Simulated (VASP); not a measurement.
Method: TPSS meta-GGA, VASP's PBE PAW potentials (set 64) (plane waves; VASP).

VASP ran on this input.

**POSCAR**
```
CoGa
1.0
  2.8800000000   0.0000000000   0.0000000000
  0.0000000000   2.8800000000   0.0000000000
  0.0000000000   0.0000000000   2.8800000000
Ga Co
1 1
Direct
  0.5000000000   0.5000000000   0.5000000000
  0.0000000000   0.0000000000   0.0000000000
```

**KPOINTS**
```
Automatic mesh
0
Gamma
11 11 11
0 0 0
```

INCAR:
```
# general
SYSTEM  = CoGa
PREC    = Accurate
ENCUT   = 520
LREAL   = .FALSE.
LASPH   = .TRUE.

# electronic loop
EDIFF   = 1E-6
NELM    = 100
ALGO    = Normal
LMAXMIX = 4
LMIXTAU = .TRUE.

# smearing
ISMEAR  = 1
SIGMA   = 0.1

# functional
METAGGA = TPSS

# ions
IBRION  = 2
NSW     = 60
ISIF    = 3
EDIFFG  = -0.01

# output
LWAVE   = .FALSE.
LCHARG  = .FALSE.
```

POTCAR, in this order: Ga_d Co (PBE.64 set). Program: vasp_std.

Output of the run:

File OUTCAR:
```
 ion  position               nearest neighbor table
   1  0.500  0.500  0.500-   2 2.49   2 2.49   2 2.49   2 2.49   2 2.49   2 2.49   2 2.49   2 2.49
  LATTYP: Found a simple cubic cell.
 ALAT       =     2.8800000000
 Subroutine PRICEL returns:
 Original cell was already a primitive cell.
 Subroutine GETGRP returns: Found 48 space group operations
The static configuration has the point symmetry O_h .
The dynamic configuration has the point symmetry O_h .
 Subroutine INISYM returns: Found 48 space group operations
 Subroutine IBZKPT returns following result:
 Found     56 irreducible k-points:

 Following reciprocal coordinates:
            Coordinates               Weight
  0.000000  0.000000  0.000000      1.000000
  0.090909  0.000000  0.000000      6.000000
  0.181818  0.000000  0.000000      6.000000
  0.272727  0.000000  0.000000      6.000000
  0.363636  0.000000  0.000000      6.000000
  0.454545  0.000000  0.000000      6.000000
  0.090909  0.090909  0.000000     12.000000
  0.181818  0.090909  0.000000     24.000000
  0.272727  0.090909  0.000000     24.000000
  0.363636  0.090909  0.000000     24.000000
  0.454545  0.090909  0.000000     24.000000
  0.181818  0.181818  0.000000     12.000000
  0.272727  0.181818  0.000000     24.000000
  0.363636  0.181818  0.000000     24.000000
  0.454545  0.181818  0.000000     24.000000
  0.272727  0.272727  0.000000     12.000000
  0.363636  0.272727  0.000000     24.000000
  0.454545  0.272727  0.000000     24.000000
  0.363636  0.363636  0.000000     12.000000
  0.454545  0.363636  0.000000     24.000000
  0.454545  0.454545  0.000000     12.000000
  0.090909  0.090909  0.090909      8.000000
  0.181818  0.090909  0.090909     24.000000
  0.272727  0.090909  0.090909     24.000000
  0.363636  0.090909  0.090909     24.000000
  0.454545  0.090909  0.090909     24.000000
  0.181818  0.181818  0.090909     24.000000
  0.272727  0.181818  0.090909     48.000000
  0.363636  0.181818  0.090909     48.000000
  0.454545  0.181818  0.090909     48.000000
  0.272727  0.272727  0.090909     24.000000
  0.363636  0.272727  0.090909     48.000000
  0.454545  0.272727  0.090909     48.000000
  0.363636  0.363636  0.090909     24.000000
  0.454545  0.363636  0.090909     48.000000
  0.454545  0.454545  0.090909     24.000000
  0.181818  0.181818  0.181818      8.000000
  0.272727  0.181818  0.181818     24.000000
  0.363636  0.181818  0.181818     24.000000
  0.454545  0.181818  0.181818     24.000000
   k-points           NKPTS =     56   k-points in BZ     NKDIM =     56   number of bands    NBANDS=     15
   number of dos      NEDOS =    301   number of ions     NIONS =      2
   total plane-waves  NPLWV =  13824
   dimension x,y,z NGX =    24 NGY =   24 NGZ =   24
   dimension x,y,z NGXF=    48 NGYF=   48 NGZF=   48
   ions per type =               1   1
   PREC   = accura    normal or accurate (medium, high low for compatibility)
   ISTART =      0    job   : 0-new  1-cont  2-samecut
   ICHARG =      2    charge: 1-file 2-atom 10-const
   ISPIN  =      1    spin polarized calculation?
   LNONCOLLINEAR =      F non collinear calculations
   LSORBIT =      F    spin-orbit coupling
   INIWAV =      1    electr: 0-lowe 1-rand  2-diag
   ENCUT  =  520.0 eV  38.22 Ry    6.18 a.u.   5.35  5.35  5.35*2*pi/ulx,y,z
   NELM   =    100;   NELMIN=  2; NELMDL= -5     # of ELM steps
   EDIFF  = 0.1E-05   stopping-criterion for ELM
   LREAL  =      F    real-space projection
   NLSPLINE    = F    spline interpolate recip. space projectors
   LMAXMIX     =    4 max onsite mixed and CHGCAR
   VOSKOWN=      0    Vosko Wilk Nusair interpolation
...
```

**OSZICAR**
```
       N       E                     dE             d eps       ncg     rms          rms(c)
DAV:   1     0.134261225992E+03    0.13426E+03   -0.14796E+04  1704   0.370E+03
DAV:   2     0.248424904406E+01   -0.13178E+03   -0.12845E+03  1792   0.514E+02
DAV:   3    -0.916503988866E+01   -0.11649E+02   -0.11597E+02  2296   0.157E+02
DAV:   4    -0.943263200405E+01   -0.26759E+00   -0.26752E+00  2261   0.269E+01
DAV:   5    -0.944792443814E+01   -0.15292E-01   -0.15292E-01  2888   0.513E+00    0.546E+00
DAV:   6    -0.284335072575E+02   -0.18986E+02   -0.47719E+01  1766   0.726E+01    0.128E+01
DAV:   7    -0.277620806572E+02    0.67143E+00   -0.90566E-01  1903   0.133E+01    0.103E+01
DAV:   8    -0.266000304060E+02    0.11621E+01   -0.23174E+00  1908   0.205E+01    0.475E+00
DAV:   9    -0.264827073446E+02    0.11732E+00   -0.43384E+00  1789   0.340E+01    0.355E+00
DAV:  10    -0.263375626845E+02    0.14514E+00   -0.30770E-01  1979   0.104E+01    0.186E+00
DAV:  11    -0.263040800614E+02    0.33483E-01   -0.88118E-02  2199   0.430E+00    0.820E-01
DAV:  12    -0.262954548748E+02    0.86252E-02   -0.27765E-02  2144   0.234E+00    0.301E-01
DAV:  13    -0.262958683159E+02   -0.41344E-03   -0.11227E-03  1904   0.496E-01    0.232E-01
DAV:  14    -0.262956227893E+02    0.24553E-03   -0.91973E-04  2267   0.473E-01    0.108E-01
DAV:  15    -0.262954896494E+02    0.13314E-03   -0.88760E-04  2127   0.413E-01    0.166E-02
DAV:  16    -0.262955086858E+02   -0.19036E-04   -0.20000E-05  1809   0.417E-02    0.107E-02
DAV:  17    -0.262955099394E+02   -0.12536E-05   -0.76366E-07  1636   0.111E-02    0.292E-03
DAV:  18    -0.262955093898E+02    0.54956E-06   -0.27873E-07   945   0.824E-03
   1 F= -.26295509E+02 E0= -.26295733E+02  d E =-.262955E+02
       N       E                     dE             d eps       ncg     rms          rms(c)
DAV:   1    -0.273550571302E+02   -0.10595E+01   -0.14246E+01  1701   0.698E+01    0.790E+00
DAV:   2    -0.271358819236E+02    0.21918E+00   -0.96914E+00  1709   0.503E+01    0.641E+00
DAV:   3    -0.264134170503E+02    0.72246E+00   -0.44380E+00  1799   0.343E+01    0.251E+00
DAV:   4    -0.263062384123E+02    0.10718E+00   -0.26743E-01  2284   0.754E+00    0.588E-01
DAV:   5    -0.262953336006E+02    0.10905E-01   -0.13715E-02  2387   0.206E+00    0.134E-01
DAV:   6    -0.262963585751E+02   -0.10250E-02   -0.13134E-03  1876   0.408E-01    0.768E-02
DAV:   7    -0.262966218649E+02   -0.26329E-03   -0.81497E-04  2444   0.347E-01    0.305E-02
DAV:   8    -0.262967367606E+02   -0.11490E-03   -0.23097E-04  2212   0.207E-01    0.112E-02
DAV:   9    -0.262967504519E+02   -0.13691E-04   -0.61755E-06  2030   0.420E-02    0.442E-03
DAV:  10    -0.262967537059E+02   -0.32540E-05   -0.12309E-06   940   0.143E-02    0.131E-03
DAV:  11    -0.262967538174E+02   -0.11147E-06   -0.33518E-07   868   0.781E-03
   2 F= -.26296754E+02 E0= -.26296998E+02  d E =-.124443E-02
       N       E                     dE             d eps       ncg     rms          rms(c)
DAV:   1    -0.265525576044E+02   -0.25580E+00   -0.33937E+00  1694   0.373E+01    0.369E+00
DAV:   2    -0.265223329531E+02    0.30225E-01   -0.24380E+00  1716   0.234E+01    0.319E+00
DAV:   3    -0.263368430248E+02    0.18549E+00   -0.11214E+00  1779   0.157E+01    0.120E+00
DAV:   4    -0.263125722219E+02    0.24271E-01   -0.54926E-02  2212   0.369E+00    0.208E-01
DAV:   5    -0.263102927921E+02    0.22794E-02   -0.30009E-03  2233   0.101E+00    0.380E-02
DAV:   6    -0.263104234201E+02   -0.13063E-03   -0.29431E-04  2420   0.176E-01    0.251E-02
DAV:   7    -0.263104685095E+02   -0.45089E-04   -0.21800E-05  2349   0.580E-02    0.139E-02
DAV:   8    -0.263104765516E+02   -0.80421E-05   -0.78023E-06  2489   0.378E-02    0.285E-03
DAV:   9    -0.263104786666E+02   -0.21150E-05   -0.42796E-07   868   0.114E-02    0.156E-03
DAV:  10    -0.263104788077E+02   -0.14116E-06   -0.10094E-07   861   0.425E-03
   3 F= -.26310479E+02 E0= -.26310717E+02  d E =-.149694E-01
```

File OUTCAR:
```
------------------------ aborting loop because EDIFF is reached ----------------------------------------
  FORCE on cell =-STRESS in cart. coord.  units (eV):
  Direction    XX          YY          ZZ          XY          YZ          ZX
  --------------------------------------------------------------------------------------
  Total        0.0057036      0.0057036      0.0057036      0.0000000      0.0000000      0.0000000
  in kB        0.3954482      0.3954482      0.3954482      0.0000000      0.0000000      0.0000000
  external PRESSURE =       0.3954482 kB  Pullay stress =       0.0000000 kB
  volume of cell :       23.11
      direct lattice vectors                 reciprocal lattice vectors
     2.848321360  0.000000000  0.000000000     0.351083980 -0.000000000  0.000000000
     0.000000000  2.848321360 -0.000000000    -0.000000000  0.351083980 -0.000000000
     0.000000000  0.000000000  2.848321360    -0.000000000  0.000000000  0.351083980
 POSITION                                       TOTAL-FORCE (eV/Angst)
 -----------------------------------------------------------------------------------
      1.42416      1.42416      1.42416         0.000000      0.000000      0.000000
      0.00000      0.00000      0.00000        -0.000000     -0.000000      0.000000
 -----------------------------------------------------------------------------------
    total drift:                                0.000000      0.000000     -0.000000
  FREE ENERGIE OF THE ION-ELECTRON SYSTEM (eV)
  ---------------------------------------------------
  free  energy   TOTEN  =       -26.3104788077 eV

  energy  without entropy=      -26.3111936890  energy(sigma->0) =      -26.31071710

 reached required accuracy - stopping structural energy minimisation
```
(Selected blocks of OUTCAR.)

CONTCAR:
```
CoGa
   1.00000000000000
     2.8483213596638497    0.0000000000000000    0.0000000000000000
     0.0000000000000000    2.8483213596638497   -0.0000000000000000
     0.0000000000000000    0.0000000000000000    2.8483213596638497
  Ga              Co
     1     1
Direct
     0.5000000000000000    0.5000000000000000    0.5000000000000000
     0.0000000000000000    0.0000000000000000    0.0000000000000000
```

Energy and stress use the plane-wave basis of the starting cell.

The compound is CoGa in the CsCl type structure. This run relaxes it. Symmetry was kept, so distortions that lower it aren't found. The run is not spin-polarised, so no magnetic state was tried.
